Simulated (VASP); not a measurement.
Consider the following.

```xyz
1
Lattice="0.0000 2.8528 2.8528 2.8528 0.0000 2.8528 2.8528 2.8528 0.0000" Properties=species:S:1:pos:R:3 pbc="T T T"
Ca     0.0000     0.0000     0.0000
```

These are PBE GGA, VASP's PBE PAW potentials (set 64) (plane waves; VASP) values and carry that method's errors. Run with 300 eV cut-off, 10×10×10 Γ-centred mesh, Gaussian smearing of 0.27 eV, potentials Ca_sv.

At this cut-off the stress carries a Pulay error, which pulls relaxed volumes low.

Problem. Give the stress tensor in GPa (positive for a compressed cell).

Solution. 
```
-1.55   0.00   0.00
 0.00  -1.55   0.00
 0.00   0.00  -1.55
```
The pressure is its mean diagonal, -1.55 GPa.

The structure comes from a computed database's Ca entry; how it stands against other phases isn't given here. The cell was not relaxed at this level.
